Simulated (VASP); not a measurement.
Output of a VASP run:

OUTCAR:
```
 ion  position               nearest neighbor table
   1  0.000  0.000  0.000-
   2  0.500  0.500  0.500-   3 2.92   4 2.92   5 2.92   5 2.92   3 2.92   4 2.92
   3  0.500  0.000  0.500-   2 2.92   2 2.92
   4  0.000  0.500  0.500-   2 2.92   2 2.92
   5  0.500  0.500  0.000-   2 2.92   2 2.92
  LATTYP: Found a simple cubic cell.
 ALAT       =     5.8473348042
 Subroutine PRICEL returns:
 Original cell was already a primitive cell.
 Subroutine GETGRP returns: Found 48 space group operations
The static configuration has the point symmetry O_h .
The dynamic configuration has the point symmetry O_h .
 Subroutine INISYM returns: Found 48 space group operations
 Subroutine IBZKPT returns following result:
 Found     10 irreducible k-points:

 Following reciprocal coordinates:
            Coordinates               Weight
  0.000000  0.000000  0.000000      1.000000
  0.250000  0.000000  0.000000      6.000000
  0.500000  0.000000  0.000000      3.000000
  0.250000  0.250000  0.000000     12.000000
  0.500000  0.250000  0.000000     12.000000
  0.500000  0.500000  0.000000      3.000000
  0.250000  0.250000  0.250000      8.000000
  0.500000  0.250000  0.250000     12.000000
  0.500000  0.500000  0.250000      6.000000
  0.500000  0.500000  0.500000      1.000000
   k-points           NKPTS =     10   k-points in BZ     NKDIM =     10   number of bands    NBANDS=     26
   number of dos      NEDOS =    301   number of ions     NIONS =      5
   total plane-waves  NPLWV = 110592
   dimension x,y,z NGX =    48 NGY =   48 NGZ =   48
   dimension x,y,z NGXF=    96 NGYF=   96 NGZF=   96
   ions per type =               1   1   3
   PREC   = accura    normal or accurate (medium, high low for compatibility)
   ISTART =      0    job   : 0-new  1-cont  2-samecut
   ICHARG =      2    charge: 1-file 2-atom 10-const
   ISPIN  =      1    spin polarized calculation?
   LNONCOLLINEAR =      F non collinear calculations
   LSORBIT =      F    spin-orbit coupling
   INIWAV =      1    electr: 0-lowe 1-rand  2-diag
   ENCUT  =  520.0 eV  38.22 Ry    6.18 a.u.  10.87 10.87 10.87*2*pi/ulx,y,z
   NELM   =    100;   NELMIN=  2; NELMDL= -5     # of ELM steps
   EDIFF  = 0.1E-05   stopping-criterion for ELM
   LREAL  =      F    real-space projection
   NLSPLINE    = F    spline interpolate recip. space projectors
   LMAXMIX     =    4 max onsite mixed and CHGCAR
   VOSKOWN=      0    Vosko Wilk Nusair interpolation
   EDIFFG = -.2E-01   stopping-criterion for IOM
   NSW    =     60    number of steps for IOM
   NBLOCK =      1;   KBLOCK =     60    inner block; outer block
   IBRION =      2    ionic relax: 0-MD 1-quasi-New 2-CG
   NFREE  =      1    steps in history (QN), initial steepest desc. (CG)
   ISIF   =      3    stress and relaxation
   ISYM   =      2    0-nonsym 1-usesym 2-fastsym
   TEIN   =    0.0    initial temperature
   TEBEG  =    0.0;   TEEND  =   0.0 temperature during run
   SMASS  =  -3.00    Nose mass-parameter (am)
   PSTRESS=    0.0 pullay stress
   NELECT =      44.0000    total number of electrons
   EFERMI =   0.00;   METHOD = LEGACY
   ISMEAR =     0;   SIGMA  =   0.05  broadening in eV -4-tet -1-fermi 0-gaus
   IALGO  =     38    algorithm
   LDIAG  =      T    sub-space diagonalisation (order eigenvalues)
   IMIX   =      4    mixing-type and parameters
     AMIX     =   0.40;   BMIX     =  1.00
     AMIX_MAG =   1.60;   BMIX_MAG =  1.00
     AMIN     =   0.10
   METAGGA = MS2    functional components
   VOSKOWN =     0    Vosko Wilk Nusair interpolation
   LHFCALC =     F    Hartree Fock is set to
   LHFONE  =     F    Hartree Fock one center treatment
   AEXX    =    0.0000 exact exchange contribution
   IVDW    =     0    specifies the selected vdW correction
   LEPSILON=     F    determine dielectric tensor
   LRPA    =     F    only Hartree local field effects (RPA)
  energy-cutoff  :      520.00
  volume of cell :      199.93
      direct lattice vectors                 reciprocal lattice vectors
...
```

OSZICAR:
```
...
DAV:   8     0.257180857951E+01   -0.31172E+01   -0.33718E+00   520   0.160E+01    0.118E+00
DAV:   9     0.658308909550E+01    0.40113E+01   -0.17803E+00   520   0.125E+01    0.408E-01
DAV:  10     0.662100135685E+01    0.37912E-01   -0.13470E-01   548   0.434E+00    0.488E-01
DAV:  11     0.656631147477E+01   -0.54690E-01   -0.10398E-01   572   0.403E+00    0.177E-01
DAV:  12     0.656103712273E+01   -0.52744E-02   -0.17691E-02   692   0.136E+00    0.182E-01
DAV:  13     0.655990922425E+01   -0.11279E-02   -0.30906E-03   708   0.763E-01    0.917E-02
DAV:  14     0.655977707575E+01   -0.13215E-03   -0.77191E-03   592   0.108E+00    0.359E-02
DAV:  15     0.655794242561E+01   -0.18347E-02   -0.22026E-03   532   0.477E-01    0.220E-02
DAV:  16     0.655771703000E+01   -0.22540E-03   -0.99084E-05   586   0.929E-02    0.184E-02
DAV:  17     0.655772691745E+01    0.98875E-05   -0.38541E-05   692   0.810E-02    0.298E-03
DAV:  18     0.655773499339E+01    0.80759E-05   -0.60915E-06   600   0.280E-02    0.299E-03
DAV:  19     0.655772509656E+01   -0.98968E-05   -0.37238E-06   540   0.193E-02    0.127E-03
DAV:  20     0.655772344767E+01   -0.16489E-05   -0.77355E-07   384   0.102E-02    0.791E-04
DAV:  21     0.655772285009E+01   -0.59758E-06   -0.57194E-07   368   0.980E-03
   1 F= 0.65577229E+01 E0= 0.65577229E+01  d E =0.655772E+01
       N       E                     dE             d eps       ncg     rms          rms(c)
DAV:   1     0.623428409031E+01   -0.32344E+00   -0.13142E+01   684   0.410E+01    0.353E+00
DAV:   2     0.649738878926E+01    0.26310E+00   -0.91935E-01   632   0.109E+01    0.125E+00
DAV:   3     0.655871009570E+01    0.61321E-01   -0.25965E-01   624   0.509E+00    0.418E-01
DAV:   4     0.658199207972E+01    0.23282E-01   -0.15262E-01   520   0.398E+00    0.295E-01
DAV:   5     0.653896859901E+01   -0.43023E-01   -0.83288E-02   520   0.290E+00    0.104E-01
DAV:   6     0.653206435904E+01   -0.69042E-02   -0.12260E-02   520   0.119E+00    0.446E-02
DAV:   7     0.653131859708E+01   -0.74576E-03   -0.10857E-03   528   0.294E-01    0.224E-02
DAV:   8     0.653083525318E+01   -0.48334E-03   -0.63767E-04   520   0.230E-01    0.442E-03
DAV:   9     0.653082031327E+01   -0.14940E-04   -0.63596E-05   540   0.821E-02    0.454E-03
DAV:  10     0.653081019304E+01   -0.10120E-04   -0.79494E-06   610   0.380E-02    0.210E-03
DAV:  11     0.653079809161E+01   -0.12101E-04   -0.61722E-06   534   0.231E-02    0.136E-03
DAV:  12     0.653079729009E+01   -0.80152E-06   -0.10783E-06   386   0.142E-02
   2 F= 0.65307973E+01 E0= 0.65307973E+01  d E =-.269256E-01
       N       E                     dE             d eps       ncg     rms          rms(c)
DAV:   1     0.651955238057E+01   -0.11246E-01   -0.44284E-01   680   0.723E+00    0.666E-01
DAV:   2     0.652876987694E+01    0.92175E-02   -0.31238E-02   652   0.210E+00    0.231E-01
DAV:   3     0.653107315942E+01    0.23033E-02   -0.85806E-03   636   0.923E-01    0.824E-02
DAV:   4     0.653134657371E+01    0.27341E-03   -0.48265E-03   524   0.732E-01    0.550E-02
DAV:   5     0.653051163897E+01   -0.83493E-03   -0.25186E-03   524   0.527E-01    0.173E-02
DAV:   6     0.653020567291E+01   -0.30597E-03   -0.55890E-04   524   0.257E-01    0.900E-03
DAV:   7     0.653018064904E+01   -0.25024E-04   -0.30757E-05   528   0.505E-02    0.462E-03
DAV:   8     0.653015715487E+01   -0.23494E-04   -0.27017E-05   524   0.481E-02    0.828E-04
DAV:   9     0.653015633892E+01   -0.81594E-06   -0.21959E-06   540   0.154E-02
   3 F= 0.65301563E+01 E0= 0.65301563E+01  d E =-.275665E-01
```

File OUTCAR:
```
------------------------ aborting loop because EDIFF is reached ----------------------------------------
  FORCE on cell =-STRESS in cart. coord.  units (eV):
  Direction    XX          YY          ZZ          XY          YZ          ZX
  --------------------------------------------------------------------------------------
  Total       -0.0057796     -0.0057796     -0.0057796      0.0000000      0.0000000      0.0000000
  in kB       -0.0443343     -0.0443343     -0.0443343      0.0000000      0.0000000      0.0000000
  external PRESSURE =      -0.0443343 kB  Pullay stress =       0.0000000 kB
  volume of cell :      208.87
      direct lattice vectors                 reciprocal lattice vectors
     5.933195083  0.000000000  0.000000000     0.168543253  0.000000000  0.000000000
    -0.000000000  5.933195083  0.000000000    -0.000000000  0.168543253 -0.000000000
    -0.000000000  0.000000000  5.933195083    -0.000000000 -0.000000000  0.168543253
 POSITION                                       TOTAL-FORCE (eV/Angst)
 -----------------------------------------------------------------------------------
      0.00000      0.00000      0.00000        -0.000000     -0.000000      0.000000
      2.96660      2.96660      2.96660         0.000000      0.000000      0.000000
      2.96660      0.00000      2.96660        -0.000000     -0.000000      0.000000
     -0.00000      2.96660      2.96660        -0.000000     -0.000000      0.000000
      2.96660      2.96660      0.00000        -0.000000     -0.000000      0.000000
 -----------------------------------------------------------------------------------
    total drift:                                0.000000     -0.000000     -0.000000
  FREE ENERGIE OF THE ION-ELECTRON SYSTEM (eV)
  ---------------------------------------------------
  free  energy   TOTEN  =         6.5301563389 eV

  energy  without entropy=        6.5301563389  energy(sigma->0) =        6.53015634

 reached required accuracy - stopping structural energy minimisation
```
(Selected blocks of OUTCAR.)

File POSCAR:
```
CsPbBr3
1
    5.8473348042     0.0000000000    -0.0000000000
   -0.0000000000     5.8473348042    -0.0000000000
    0.0000000000     0.0000000000     5.8473348042
Cs Pb Br
1 1 3
Direct
  0.0000000000   0.0000000000   0.0000000000
  0.5000000000   0.5000000000   0.5000000000
  0.5000000000   0.0000000000   0.5000000000
  0.0000000000   0.5000000000   0.5000000000
  0.5000000000   0.5000000000   0.0000000000
```

Problem. Write an INCAR and KPOINTS that could have produced this output.

Solution. Several could match; the one computed here: the input of the run itself, MS2 meta-GGA, plane waves, VASP's PBE PAW potentials (set 64).

### INCAR
```
# general
SYSTEM =CsPbBr3
PREC   =Accurate
ENCUT  =520
LREAL  =.False.
LASPH  =.True.   # aspherical one-centre terms

# electronic loop
EDIFF  =1E-6   # SCF stop (eV)
NELM   =100
ALGO   =Normal
LMAXMIX=4
LMIXTAU=.True.

# smearing
ISMEAR =0   # Gaussian
SIGMA  =0.05   # width (eV)

# functional
METAGGA=MS2

# ions
IBRION =2
NSW    =60
ISIF   =3   # ions, shape and volume
EDIFFG =-0.02

# output
LWAVE  =.False.
LCHARG =.False.
```

**KPOINTS**
```
Regular mesh
0
Gamma
4 4 4
```

POTCAR, in this order: Cs_sv Pb_d Br (PBE.64 set). Program: vasp_std.

Energy and stress use the plane-wave basis of the starting cell.

The compound is CsPbBr3 in the cubic perovskite structure, the ideal cubic form; the compound distorts at low or room temperature. This run relaxes it. Symmetry was kept, so distortions that lower it aren't found. The start is the result of an earlier pass.
